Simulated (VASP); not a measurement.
Level of theory: SCAN meta-GGA, VASP's PBE PAW potentials (set 64) (plane waves; VASP).

Input for VASP

**INCAR**
```
# general
SYSTEM  = MnF2
PREC    = Accurate
ENCUT   = 520
LREAL   = .FALSE.
LASPH   = .TRUE.

# electronic loop
EDIFF   = 1E-6
NELM    = 100
ALGO    = Normal
LMAXMIX = 4
LMIXTAU = .TRUE.

# smearing
ISMEAR  = 0
SIGMA   = 0.05

# functional
METAGGA = SCAN

# spin
ISPIN   = 2
MAGMOM  = 5.0 -5.0 0.0 0.0 0.0 0.0

# ions
IBRION  = 2
NSW     = 60
ISIF    = 3
EDIFFG  = -0.02

# output
LWAVE   = .FALSE.
LCHARG  = .FALSE.
LORBIT  = 10
```

### POSCAR
```
MnF2
1
    4.8475729955    -0.0000000000     0.0000000000
    0.0000000000     4.8475729955     0.0000000000
    0.0000000000     0.0000000000     3.2880591720
Mn F
2 4
Direct
  0.0000000000   1.0000000000   1.0000000000
  0.5000000000   0.5000000000   0.5000000000
  0.3042902355   0.3042902355   0.0000000000
  0.8042902355   0.1957097645   0.5000000000
  0.1957097645   0.8042902355   0.5000000000
  0.6957097645   0.6957097645   1.0000000000
```

File KPOINTS:
```
Automatic mesh
0
Gamma
4 4 6
0 0 0
```

POTCAR, in this order: Mn_pv F (PBE.64 set). Program: vasp_std.

Output of the run:

**OUTCAR**
```
 ion  position               nearest neighbor table
   1  0.000  0.000  0.000-   3 2.09   6 2.09   5 2.12   4 2.12   4 2.12   5 2.12
   2  0.500  0.500  0.500-   4 2.09   5 2.09   3 2.12   6 2.12   3 2.12   6 2.12
   3  0.304  0.304  0.000-   1 2.09   2 2.12   2 2.12
   4  0.804  0.196  0.500-   2 2.09   1 2.12   1 2.12
   5  0.196  0.804  0.500-   2 2.09   1 2.12   1 2.12
   6  0.696  0.696  0.000-   1 2.09   2 2.12   2 2.12
  LATTYP: Found a simple tetragonal cell.
 ALAT       =     4.8475729955
 C/A-ratio  =     0.6782897700
 Subroutine PRICEL returns:
 Original cell was already a primitive cell.
 Subroutine GETGRP returns: Found 16 space group operations
The static configuration has the point symmetry D_2h.
 The point group associated with its full space group is D_4h.
The dynamic configuration has the point symmetry D_2h.
The overall configuration has the point symmetry D_2h.
 Subroutine INISYM returns: Found 16 space group operations
 Subroutine IBZKPT returns following result:
 Found     24 irreducible k-points:

 Following reciprocal coordinates:
            Coordinates               Weight
  0.000000  0.000000  0.000000      1.000000
  0.250000  0.000000  0.000000      4.000000
  0.500000  0.000000  0.000000      2.000000
  0.250000  0.250000  0.000000      4.000000
  0.500000  0.250000  0.000000      4.000000
  0.500000  0.500000  0.000000      1.000000
  0.000000  0.000000  0.166667      2.000000
  0.250000  0.000000  0.166667      8.000000
  0.500000  0.000000  0.166667      4.000000
  0.250000  0.250000  0.166667      8.000000
  0.500000  0.250000  0.166667      8.000000
  0.500000  0.500000  0.166667      2.000000
  0.000000  0.000000  0.333333      2.000000
  0.250000  0.000000  0.333333      8.000000
  0.500000  0.000000  0.333333      4.000000
  0.250000  0.250000  0.333333      8.000000
  0.500000  0.250000  0.333333      8.000000
...
```

File OSZICAR:
```
       N       E                     dE             d eps       ncg     rms          rms(c)
DAV:   1     0.712088584737E+03    0.71209E+03   -0.31939E+04  3152   0.195E+03
DAV:   2    -0.663294226319E+01   -0.71872E+03   -0.69804E+03  3400   0.571E+02
DAV:   3    -0.822065553030E+02   -0.75574E+02   -0.74977E+02  3496   0.194E+02
DAV:   4    -0.841729480286E+02   -0.19664E+01   -0.19512E+01  3592   0.317E+01
DAV:   5    -0.842054462200E+02   -0.32498E-01   -0.32494E-01  3400   0.462E+00    0.197E+01
DAV:   6    -0.709761240548E+02    0.13229E+02   -0.17781E+01  3864   0.382E+01    0.168E+01
DAV:   7    -0.669139713746E+02    0.40622E+01   -0.48943E+00  3416   0.191E+01    0.121E+01
DAV:   8    -0.727425929590E+02   -0.58286E+01   -0.30959E+00  3456   0.171E+01    0.406E+00
DAV:   9    -0.667282343820E+02    0.60144E+01   -0.19496E+00  3400   0.114E+01    0.442E+00
DAV:  10    -0.678975794702E+02   -0.11693E+01   -0.69789E-01  3160   0.634E+00    0.592E-01
DAV:  11    -0.679759049805E+02   -0.78326E-01   -0.43217E-02  3136   0.206E+00    0.178E-01
DAV:  12    -0.679837175063E+02   -0.78125E-02   -0.60896E-03  3496   0.783E-01    0.846E-02
DAV:  13    -0.679852044919E+02   -0.14870E-02   -0.89856E-04  3336   0.230E-01    0.844E-02
DAV:  14    -0.679858339575E+02   -0.62947E-03   -0.74028E-04  3120   0.297E-01    0.159E-02
DAV:  15    -0.679859582536E+02   -0.12430E-03   -0.11535E-04  3232   0.104E-01    0.674E-03
DAV:  16    -0.679859587830E+02   -0.52946E-06   -0.44986E-06  3568   0.241E-02
   1 F= -.67985959E+02 E0= -.67985959E+02  d E =-.679860E+02  mag=    -0.0000
       N       E                     dE             d eps       ncg     rms          rms(c)
DAV:   1    -0.679924741703E+02   -0.65159E-02   -0.21333E-01  3424   0.432E+00    0.707E-01
DAV:   2    -0.679852772124E+02    0.71970E-02   -0.19427E-02  3424   0.111E+00    0.415E-01
DAV:   3    -0.679857936355E+02   -0.51642E-03   -0.26149E-03  3672   0.461E-01    0.169E-01
DAV:   4    -0.679858384815E+02   -0.44846E-04   -0.20037E-04  3248   0.137E-01    0.110E-01
DAV:   5    -0.679858866605E+02   -0.48179E-04   -0.99494E-05  3480   0.102E-01    0.268E-02
DAV:   6    -0.679859354211E+02   -0.48761E-04   -0.43070E-05  3136   0.677E-02    0.578E-03
DAV:   7    -0.679859330135E+02    0.24076E-05   -0.12914E-06  2520   0.114E-02    0.301E-03
DAV:   8    -0.679859324830E+02    0.53047E-06   -0.19273E-07  1736   0.402E-03
   2 F= -.67985932E+02 E0= -.67985932E+02  d E =0.263001E-04  mag=     0.0000
```

File OUTCAR:
```
------------------------ aborting loop because EDIFF is reached ----------------------------------------
  FORCE on cell =-STRESS in cart. coord.  units (eV):
  Direction    XX          YY          ZZ          XY          YZ          ZX
  --------------------------------------------------------------------------------------
  Total       -0.0324438     -0.0324438     -0.0789808      0.0000000      0.0000000      0.0000000
  in kB       -0.6705755     -0.6705755     -1.6324424      0.0000000      0.0000000      0.0000000
  external PRESSURE =      -0.9911978 kB  Pullay stress =       0.0000000 kB
  volume of cell :       77.52
      direct lattice vectors                 reciprocal lattice vectors
     4.851927810  0.000000000  0.000000000     0.206103644 -0.000000000  0.000000000
     0.000000000  4.851927810  0.000000000     0.000000000  0.206103644  0.000000000
     0.000000000  0.000000000  3.292801405     0.000000000  0.000000000  0.303692776
 POSITION                                       TOTAL-FORCE (eV/Angst)
 -----------------------------------------------------------------------------------
      0.00000      0.00000      3.29280        -0.000000      0.000000     -0.000000
      2.42596      2.42596      1.64640        -0.000000      0.000000     -0.000000
      1.47547      1.47547      3.29280        -0.008439     -0.008439      0.000000
      3.90143      0.95050      1.64640        -0.008439      0.008439     -0.000000
      0.95050      3.90143      1.64640         0.008439     -0.008439     -0.000000
      3.37646      3.37646      0.00000         0.008439      0.008439     -0.000000
 -----------------------------------------------------------------------------------
    total drift:                                0.000000      0.000000     -0.000000
  FREE ENERGIE OF THE ION-ELECTRON SYSTEM (eV)
  ---------------------------------------------------
  free  energy   TOTEN  =       -67.9859324830 eV

  energy  without entropy=      -67.9859324830  energy(sigma->0) =      -67.98593248

 total charge

# of ion       s       p       d       tot
------------------------------------------
    1        0.166   6.139   4.951  11.256
    2        0.166   6.139   4.951  11.256
    3        1.742   4.399   0.000   6.141
    4        1.742   4.399   0.000   6.141
    5        1.742   4.399   0.000   6.141
    6        1.742   4.399   0.000   6.141
--------------------------------------------------
tot          7.299  29.873   9.903  47.075

 magnetization (x)

# of ion       s       p       d       tot
------------------------------------------
    1        0.013   0.014   4.569   4.596
    2       -0.013  -0.014  -4.569  -4.596
    3       -0.003  -0.023   0.000  -0.026
    4        0.003   0.023   0.000   0.026
    5        0.003   0.023   0.000   0.026
    6       -0.003  -0.023   0.000  -0.026
--------------------------------------------------
tot          0.000   0.000  -0.000  -0.000

 reached required accuracy - stopping structural energy minimisation
```
(Selected blocks of OUTCAR.)

CONTCAR:
```
MnF2
   1.00000000000000
     4.8519278103458987    0.0000000000000000    0.0000000000000000
     0.0000000000000000    4.8519278103458987    0.0000000000000000
     0.0000000000000000    0.0000000000000000    3.2928014051742278
  Mn              F
     2     4
Direct
     0.0000000000000000    0.0000000000000000    1.0000000000000000
     0.5000000000000000    0.5000000000000000    0.5000000000000000
     0.3040987261480303    0.3040987261480303    1.0000000000000000
     0.8040987261480302    0.1959012738519697    0.5000000000000000
     0.1959012738519697    0.8040987261480302    0.5000000000000000
     0.6959012738519698    0.6959012738519698    0.0000000000000000
```

The compound is MnF2 in the rutile structure. This run relaxes it. Symmetry was kept, so distortions that lower it aren't found. The start is the result of an earlier pass.
